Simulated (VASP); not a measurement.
# HfHg (Pm-3m) in VASP: density of states with PBEsol

Aim: the density of states of HfHg with PBEsol.

Program: VASP 6.6.1. These are calculated values, not measurements. Logs are shortened: lines on timing, memory, paths and dates and some standing lists are left out, and cuts for length are marked.

### 1 The crystal as given

Symmetry: Pm-3m, No. 221, cubic system. Conventional cell: a = 3.437 Å, b = 3.437 Å, c = 3.437 Å, α = 90.00°, β = 90.00°, γ = 90.00°. Hf (site symmetry m-3m) is surrounded by 8 Hg at 2.98 Å. Around Hg (site symmetry m-3m) lie 8 Hf at 2.98 Å.

The cell comes from a database or a generator and needn't be the stable form of this composition.

### 2 Density of states, PBEsol

POSCAR

```
HfHg
1.0
    3.4373109941      0.0000000000      0.0000000000
    0.0000000000      3.4373109941      0.0000000000
    0.0000000000      0.0000000000      3.4373109941
Hf Hg
1 1
Direct
    0.0000000000      0.0000000000      0.0000000000
    0.5000000000      0.5000000000      0.5000000000
```

INCAR.step1

```
  ALGO = Normal
  EDIFF = 1E-6
  ENCUT = 520
  GGA = PS
  ISIF = 2
  ISMEAR = 0
  LASPH = T
  LCHARG = T
  LMAXMIX = 4
  LREAL = F
  LWAVE = F
  NBANDS = 18
  NELM = 80
  PREC = Accurate
  SIGMA = 0.05
```

KPOINTS.step1

```
k-points
0
Gamma
  10 10 10
```

INCAR.step2

```
  ALGO = Normal
  EDIFF = 1E-6
  ENCUT = 520
  GGA = PS
  ICHARG = 11
  ISIF = 2
  ISMEAR = -5
  LASPH = T
  LCHARG = F
  LMAXMIX = 4
  LORBIT = 10
  LREAL = F
  LWAVE = F
  NEDOS = 2001
  NELM = 80
  PREC = Accurate
  SIGMA = 0.05
```

KPOINTS.step2

```
k-points
0
Gamma
  15 15 15
```

Potentials or basis: VASP PAW PBE potentials, release 64 (Hf_pv, Hg).

The run is started by

```sh
$ cat potpaw_PBE.64/Hf_pv/POTCAR potpaw_PBE.64/Hg/POTCAR > POTCAR
$ cp INCAR.step1 INCAR
$ cp KPOINTS.step1 KPOINTS
$ mpirun -np 1 vasp_std > vasp.out
$ cp INCAR.step2 INCAR
$ cp KPOINTS.step2 KPOINTS
$ mpirun -np 1 vasp_std > vasp.out
```

OUTCAR:

```text
EDIFF = 1E-6
   ENCUT = 520
   GGA = PS
   ICHARG = 11
   ISIF = 2
   ISMEAR = -5
   LASPH = T
   LORBIT = 10
   LREAL = F
   NELM = 80
   PREC = Accurate

 ion  position               nearest neighbor table
   1  0.000  0.000  0.000-   2 2.98   2 2.98   2 2.98   2 2.98   2 2.98   2 2.98   2 2.98   2 2.98

   2  0.500  0.500  0.500-   1 2.98   1 2.98   1 2.98   1 2.98   1 2.98   1 2.98   1 2.98   1 2.98

  LATTYP: Found a simple cubic cell.
 ALAT       =     3.4373109941

  Lattice vectors:

 A1 = (   3.4373109941,   0.0000000000,   0.0000000000)
 A2 = (   0.0000000000,   3.4373109941,   0.0000000000)
 A3 = (   0.0000000000,   0.0000000000,   3.4373109941)

Analysis of symmetry for initial positions (statically):
=====================================================================
 Subroutine PRICEL returns:
 Original cell was already a primitive cell.

 Routine SETGRP: Setting up the symmetry group for a
 simple cubic supercell.

 Subroutine GETGRP returns: Found 48 space group operations
 (whereof 48 operations were pure point group operations)
 out of a pool of 48 trial point group operations.

The static configuration has the point symmetry O_h .

Analysis of symmetry for dynamics (positions and initial velocities):
=====================================================================
 Subroutine PRICEL returns:
 Original cell was already a primitive cell.

 Routine SETGRP: Setting up the symmetry group for a
 simple cubic supercell.

 Subroutine GETGRP returns: Found 48 space group operations
 (whereof 48 operations were pure point group operations)
 out of a pool of 48 trial point group operations.

The dynamic configuration has the point symmetry O_h .

 Subroutine INISYM returns: Found 48 space group operations
 (whereof 48 operations are pure point group operations),
 and found     1 'primitive' translations

----------------------------------------------------------------------------------------

                                     Primitive cell

  volume of cell :      40.6122

  direct lattice vectors                    reciprocal lattice vectors
     3.437310994  0.000000000  0.000000000     0.290925087  0.000000000  0.000000000
     0.000000000  3.437310994  0.000000000     0.000000000  0.290925087  0.000000000
     0.000000000  0.000000000  3.437310994     0.000000000  0.000000000  0.290925087

  length of vectors
     3.437310994  3.437310994  3.437310994     0.290925087  0.290925087  0.290925087

  position of ions in fractional coordinates (direct lattice)
     0.000000000  0.000000000  0.000000000
     0.500000000  0.500000000  0.500000000

[... 100 lines left out ...]
  Fermi-wavevector in a.u.,A,eV,Ry     =   1.334536  2.521907 24.231783  1.780986
  Thomas-Fermi vector in A             =   2.463310
   LORBIT       =     10    0 simple, 1 ext, 2 COOP (PROOUT), +10 PAW based schemes
   GGA     = PS    functional components
   LHFCALC =     F    Hartree Fock is set to
   AEXX    =    0.0000 exact exchange contribution
   IVDW    =     0    specifies the selected vdW correction
   LEPSILON=     F    determine dielectric tensor
   LRPA    =     F    only Hartree local field effects (RPA)
 non-spin polarized calculation
 Fermi weights with tetrahedron method with Bloechl corrections
  energy-cutoff  :      520.00
  volume of cell :       40.61
 maximum number of plane-waves:      1112
 NGX is ok and might be reduce to    28

 number of electron      21.9999999 magnetization

 Free energy of the ion-electron system (eV)
  ---------------------------------------------------
  ext. energy  EPLUGINS =         0.00000000
  ---------------------------------------------------
  free energy    TOTEN  =       -11.31688638 eV

  energy without entropy =      -11.31688638  energy(sigma->0) =      -11.31688638

 E-fermi :   4.8516     XC(G=0): -11.9134

 val. band max:        4.8991354283   @ k =   0.4667   0.2667   0.0000
 cond. band min:       5.0412858784   @ k =   0.4667   0.4667   0.4000
 fundamental gap:      0.1421504500
 Fermi energy:         4.8516390955

 k-point     1 :       0.0000    0.0000    0.0000
  band No.  band energies     occupation
      1     -26.0320      2.00000
      2     -26.0320      2.00000
      3     -26.0320      2.00000
      4      -4.6935      2.00000
      5      -3.3934      2.00000
      6      -3.3934      2.00000
      7      -2.4382      2.00000
      8      -2.4382      2.00000
      9      -2.4382      2.00000
     10       4.8130      2.00000
     11       4.8130      2.00000
     12       8.6833      0.00000
     13       8.6833      0.00000
     14       8.6833      0.00000
[... 401 lines left out ...]
      2     -26.0892      2.00000
      3     -26.0155      2.00000
      4      -3.2542      2.00000
      5      -3.0253      2.00000
      6      -2.6792      2.00000
      7      -2.6657      2.00000
      8      -2.4796      2.00000
      9      -1.7442      2.00000
     10       2.7906      2.00000
     11       4.6509      2.00000
     12       5.4293      0.00000
     13       6.3906      0.00000
     14       8.1285      0.00000
     15       9.2578      0.00000

 [... further k-points ...]

------------------------ aborting loop because EDIFF is reached ----------------------------------------

  FORCE on cell =-STRESS in cart. coord.  units (eV):
  Direction    XX          YY          ZZ          XY          YZ          ZX
  --------------------------------------------------------------------------------------
  -------------------------------------------------------------------------------------
  Total       -0.1139891     -0.1139891     -0.1139891      0.0000000      0.0000000     -0.0000000
  in kB       -4.4969441     -4.4969441     -4.4969441      0.0000000      0.0000000     -0.0000000
  external PRESSURE =      -4.4969441 kB  Pullay stress =       0.0000000 kB

 VOLUME and BASIS-vectors are now :
 -----------------------------------------------------------------------------
  energy-cutoff  :      520.00
  volume of cell :       40.61
      direct lattice vectors                 reciprocal lattice vectors
     3.437310994  0.000000000  0.000000000     0.290925087  0.000000000  0.000000000
     0.000000000  3.437310994  0.000000000     0.000000000  0.290925087  0.000000000
     0.000000000  0.000000000  3.437310994     0.000000000  0.000000000  0.290925087

 POSITION                                       TOTAL-FORCE (eV/Angst)
 -----------------------------------------------------------------------------------
      0.00000      0.00000      0.00000         0.000000      0.000000      0.000000
      1.71866      1.71866      1.71866         0.000000      0.000000      0.000000
 -----------------------------------------------------------------------------------
    total drift:                                0.000000      0.000000      0.000000

  FREE ENERGIE OF THE ION-ELECTRON SYSTEM (eV)
  ---------------------------------------------------
  free  energy   TOTEN  =       -11.3168863818 eV

  energy  without entropy=      -11.3168863818  energy(sigma->0) =      -11.31688638

 total charge

# of ion       s       p       d       tot
------------------------------------------
    1        0.303   6.370   1.520   8.193
    2        0.868   0.627   9.212  10.707
--------------------------------------------------
tot          1.171   6.998  10.732  18.900
```

OSZICAR.step1:

```text
N       E                     dE             d eps       ncg     rms          rms(c)
DAV:   1     0.119357851435E+03    0.11936E+03   -0.11728E+04  2016   0.119E+03
DAV:   2    -0.835744917455E+01   -0.12772E+03   -0.12317E+03  2232   0.301E+02
DAV:   3    -0.119668390208E+02   -0.36094E+01   -0.35805E+01  2484   0.452E+01
DAV:   4    -0.119850037043E+02   -0.18165E-01   -0.18155E-01  2278   0.322E+00
DAV:   5    -0.119851087956E+02   -0.10509E-03   -0.10509E-03  2420   0.242E-01    0.446E+01
DAV:   6    -0.114345195146E+02    0.55059E+00   -0.88967E-01  2264   0.964E+00    0.261E+01
DAV:   7    -0.113220382726E+02    0.11248E+00   -0.55708E-01  2152   0.468E+00    0.372E+00
DAV:   8    -0.113146428474E+02    0.73954E-02   -0.18001E-02  2184   0.107E+00    0.592E-01
DAV:   9    -0.113124642649E+02    0.21786E-02   -0.10130E-02  2170   0.719E-01    0.173E-01
DAV:  10    -0.113124782167E+02   -0.13952E-04   -0.11036E-04  2304   0.737E-02    0.903E-02
DAV:  11    -0.113124817719E+02   -0.35551E-05   -0.28603E-06  2250   0.167E-02    0.789E-03
DAV:  12    -0.113124818374E+02   -0.65585E-07   -0.45072E-07  1236   0.516E-03
   1 F= -.11312482E+02 E0= -.11311826E+02  d E =-.131162E-02
```

Run time: 52 s. Hardware: 1 thread of Intel Xeon Platinum 8259CL at 2.50GHz (Skylake/Cascade Lake), shared host; peak memory 0.22 GiB.

Results:

| Item | Value |
| --- | --- |
| Valence electrons inside the program's atomic spheres | Hf 8.19; Hg 10.71 |

States per cell in windows of 0.5 eV (zero at the Fermi level; states under -8 eV left out):
```tsv
from (eV)	total	Hg2_d	Hf1_d	Hg2_p	Hg2_s	Hf1_p	Hf1_s
-8.0	5.37	4.56	0.09	0.01	0.08	0.06	0.03
-7.5	2.76	2.44	0.03	0.01	0.04	0.02	0.01
-7.0	0.85	0.67	0.01	0.01	0.05	0.01	0.01
-6.5	0.22	0.06	0.01	0.01	0.06	0.01	0.01
-6.0	0.27	0.06	0.01	0.01	0.08	0.02	0.01
-5.5	0.46	0.09	0.03	0.01	0.16	0.03	0.01
-5.0	0.33	0.05	0.04	0.01	0.12	0.01	0.00
-4.5	0.16	0.02	0.02	0.01	0.04	0.01	0.01
-4.0	0.13	0.01	0.02	0.02	0.02	0.01	0.01
-3.5	0.15	0.01	0.02	0.02	0.01	0.01	0.02
-3.0	0.23	0.02	0.03	0.04	0.01	0.02	0.02
-2.5	0.53	0.03	0.12	0.10	0.01	0.04	0.03
-2.0	0.62	0.04	0.15	0.11	0.02	0.05	0.03
-1.5	0.47	0.03	0.13	0.08	0.01	0.04	0.01
-1.0	0.55	0.03	0.17	0.09	0.01	0.06	0.01
-0.5	1.33	0.09	0.64	0.10	0.01	0.08	0.00
0.0	0.27	0.01	0.14	0.02	0.01	0.01	0.00
0.5	1.15	0.05	0.63	0.07	0.01	0.04	0.02
1.0	0.82	0.04	0.44	0.06	0.02	0.03	0.02
1.5	0.86	0.04	0.45	0.07	0.03	0.04	0.02
2.0	0.53	0.03	0.30	0.03	0.01	0.03	0.01
2.5	1.09	0.08	0.68	0.03	0.02	0.05	0.01
3.0	1.07	0.06	0.74	0.02	0.01	0.04	0.01
3.5	0.24	0.01	0.14	0.01	0.01	0.02	0.01
4.0	0.43	0.02	0.22	0.02	0.03	0.03	0.02
4.5	0.97	0.02	0.63	0.05	0.04	0.04	0.04
5.0	0.51	0.01	0.30	0.03	0.04	0.02	0.03
5.5	0.05	0.00	0.02	0.00	0.01	0.00	0.00
6.0	0.00	0.00	0.00	0.00	0.00	0.00	0.00
6.5	0.00	0.00	0.00	0.00	0.00	0.00	0.00
```

Caveat: the PAW data sets were made with another functional, which shifts forces and pressure a little; tetrahedron occupations give inexact forces and stress in metals. The run has no spin-orbit coupling, so splittings on Hf, Hg are missing.
